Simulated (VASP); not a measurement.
Output of a VASP run:

**OUTCAR**
```
 ion  position               nearest neighbor table
   1  0.496  0.504  0.496-   2 2.51   2 2.53   2 2.53   2 2.53   2 2.56   2 2.56   2 2.56   2 2.59
  LATTYP: Found a simple cubic cell.
 ALAT       =     2.9399730000
 Subroutine PRICEL returns:
 Original cell was already a primitive cell.
 Subroutine GETGRP returns: Found  1 space group operations
The static configuration has the point symmetry C_1 .
The dynamic configuration has the point symmetry C_1 .
 Subroutine INISYM returns: Found  1 space group operations
 Subroutine IBZKPT returns following result:
 Found   1688 irreducible k-points:

 Following reciprocal coordinates:
            Coordinates               Weight
  0.000000  0.000000  0.000000      1.000000
  0.066667  0.000000  0.000000      2.000000
  0.000000  0.066667  0.000000      2.000000
  0.000000  0.000000  0.066667      2.000000
  0.133333  0.000000  0.000000      2.000000
  0.000000  0.133333  0.000000      2.000000
  0.000000  0.000000  0.133333      2.000000
  0.200000  0.000000  0.000000      2.000000
  0.000000  0.200000  0.000000      2.000000
  0.000000  0.000000  0.200000      2.000000
  0.266667  0.000000  0.000000      2.000000
  0.000000  0.266667  0.000000      2.000000
  0.000000  0.000000  0.266667      2.000000
  0.333333  0.000000  0.000000      2.000000
  0.000000  0.333333  0.000000      2.000000
  0.000000  0.000000  0.333333      2.000000
  0.400000  0.000000  0.000000      2.000000
  0.000000  0.400000  0.000000      2.000000
  0.000000  0.000000  0.400000      2.000000
  0.466667  0.000000  0.000000      2.000000
  0.000000  0.466667  0.000000      2.000000
  0.000000  0.000000  0.466667      2.000000
  0.066667  0.066667  0.000000      2.000000
  0.000000  0.066667  0.066667      2.000000
  0.066667  0.000000  0.066667      2.000000
 -0.066667  0.066667  0.000000      2.000000
 -0.066667  0.000000  0.066667      2.000000
  0.000000 -0.066667  0.066667      2.000000
  0.133333  0.066667  0.000000      2.000000
  0.000000  0.133333  0.066667      2.000000
  0.066667  0.000000  0.133333      2.000000
 -0.066667  0.133333  0.000000      2.000000
 -0.133333  0.000000  0.066667      2.000000
  0.000000  0.066667  0.133333      2.000000
  0.000000 -0.133333  0.066667      2.000000
 -0.066667  0.000000  0.133333      2.000000
  0.133333  0.000000  0.066667      2.000000
  0.000000 -0.066667  0.133333      2.000000
  0.133333 -0.066667  0.000000      2.000000
  0.066667  0.133333  0.000000      2.000000
   k-points           NKPTS =   1688   k-points in BZ     NKDIM =   1688   number of bands    NBANDS=      9
   number of dos      NEDOS =    301   number of ions     NIONS =      2
   total plane-waves  NPLWV =   5832
   dimension x,y,z NGX =    18 NGY =   18 NGZ =   18
   dimension x,y,z NGXF=    36 NGYF=   36 NGZF=   36
   ions per type =               1   1
   PREC   = accura    normal or accurate (medium, high low for compatibility)
   ISTART =      0    job   : 0-new  1-cont  2-samecut
   ICHARG =      2    charge: 1-file 2-atom 10-const
   ISPIN  =      1    spin polarized calculation?
   LNONCOLLINEAR =      F non collinear calculations
   LSORBIT =      F    spin-orbit coupling
   INIWAV =      1    electr: 0-lowe 1-rand  2-diag
   ENCUT  =  300.0 eV  22.05 Ry    4.70 a.u.   4.15  4.15  4.15*2*pi/ulx,y,z
   NELM   =    100;   NELMIN=  2; NELMDL= -5     # of ELM steps
   EDIFF  = 0.1E-05   stopping-criterion for ELM
   LREAL  =      F    real-space projection
   NLSPLINE    = F    spline interpolate recip. space projectors
   LMAXMIX     =    4 max onsite mixed and CHGCAR
   VOSKOWN=      0    Vosko Wilk Nusair interpolation
   EDIFFG = 0.1E-04   stopping-criterion for IOM
   NSW    =      0    number of steps for IOM
   NBLOCK =      1;   KBLOCK =      1    inner block; outer block
   IBRION =     -1    ionic relax: 0-MD 1-quasi-New 2-CG
   NFREE  =      0    steps in history (QN), initial steepest desc. (CG)
...
```

File OSZICAR:
```
       N       E                     dE             d eps       ncg     rms          rms(c)
DAV:   1     0.195924534428E+02    0.19592E+02   -0.35706E+03 30896   0.762E+02
DAV:   2    -0.149220500999E+02   -0.34515E+02   -0.33069E+02 30531   0.154E+02
DAV:   3    -0.157028755976E+02   -0.78083E+00   -0.76940E+00 36328   0.289E+01
DAV:   4    -0.157154709148E+02   -0.12595E-01   -0.12582E-01 38548   0.347E+00
DAV:   5    -0.157156689420E+02   -0.19803E-03   -0.19802E-03 36707   0.360E-01    0.139E+01
DAV:   6    -0.187153292452E+02   -0.29997E+01   -0.91630E+01 34498   0.135E+02    0.213E+01
DAV:   7    -0.136214700027E+02    0.50939E+01   -0.46600E+01 33392   0.839E+01    0.262E+00
DAV:   8    -0.135971100558E+02    0.24360E-01   -0.24734E-01 31807   0.516E+00    0.163E+00
DAV:   9    -0.135802014619E+02    0.16909E-01   -0.55759E-02 36076   0.334E+00    0.430E-01
DAV:  10    -0.135795701581E+02    0.63130E-03   -0.11205E-03 36044   0.389E-01    0.178E-01
DAV:  11    -0.135795322071E+02    0.37951E-04   -0.38008E-05 34337   0.583E-02    0.201E-02
DAV:  12    -0.135795309634E+02    0.12437E-05   -0.22289E-06 34661   0.117E-02    0.454E-03
DAV:  13    -0.135795307600E+02    0.20338E-06   -0.36380E-07 15818   0.588E-03
   1 F= -.13579531E+02 E0= -.13566666E+02  d E =-.257302E-01
```

### OUTCAR
```
------------------------ aborting loop because EDIFF is reached ----------------------------------------
  FORCE on cell =-STRESS in cart. coord.  units (eV):
  Direction    XX          YY          ZZ          XY          YZ          ZX
  --------------------------------------------------------------------------------------
  Total       -2.5212392     -2.5216791     -2.5215417     -0.0106296     -0.0109971      0.0104655
  in kB     -158.9624707   -158.9902092   -158.9815437     -0.6701900     -0.6933613      0.6598453
  external PRESSURE =    -158.9780746 kB  Pullay stress =       0.0000000 kB
  volume of cell :       25.41
      direct lattice vectors                 reciprocal lattice vectors
     2.939973000  0.000000000  0.000000000     0.340139178  0.000000000  0.000000000
     0.000000000  2.939973000  0.000000000     0.000000000  0.340139178  0.000000000
     0.000000000  0.000000000  2.939973000     0.000000000  0.000000000  0.340139178
 POSITION                                       TOTAL-FORCE (eV/Angst)
 -----------------------------------------------------------------------------------
      1.45855      1.48200      1.45816         0.141203     -0.148328      0.146050
      0.01144      2.92796      0.01183        -0.141203      0.148328     -0.146050
 -----------------------------------------------------------------------------------
    total drift:                               -0.000438      0.000459     -0.000452
  FREE ENERGIE OF THE ION-ELECTRON SYSTEM (eV)
  ---------------------------------------------------
  free  energy   TOTEN  =       -13.5795307600 eV

  energy  without entropy=      -13.5538005917  energy(sigma->0) =      -13.56666568
```
(Selected blocks of OUTCAR.)

**POSCAR**
```
FeAl
1
    2.9399730000     0.0000000000     0.0000000000
    0.0000000000     2.9399730000     0.0000000000
    0.0000000000     0.0000000000     2.9399730000
Al Fe
1 1
Direct
  0.4961100000   0.5040870000   0.4959760000
  0.0038900000  -0.0040870000   0.0040240000
```

Task: Reconstruct the remaining input files.

Result: One answer among several that fit: the input of the run itself, PBEsol GGA, plane waves, VASP's PBE PAW potentials (set 64).

File KPOINTS:
```
K-points
0
Gamma
  15 15 15
0 0 0
```

**INCAR**
```
ALGO = Normal
EDIFF = 1E-6
ENCUT = 300
GGA = PS
ISIF = 2
ISMEAR = -1
LASPH = .True.
LCHARG = .False.
LMAXMIX = 4
LREAL = .False.
LWAVE = .False.
NELM = 100
PREC = Accurate
SIGMA = 0.05
SYSTEM = FeAl
```

POTCAR, in this order: Al Fe (PBE.64 set). Program: vasp_std.

At this cut-off the stress carries a Pulay error, which pulls relaxed volumes low.

The structure is a typed FeAl crystal. The cell was not relaxed at this level. The run is not spin-polarised, so no magnetic state was tried. The electron count is odd and the run is not spin-polarised, which forces a metal.
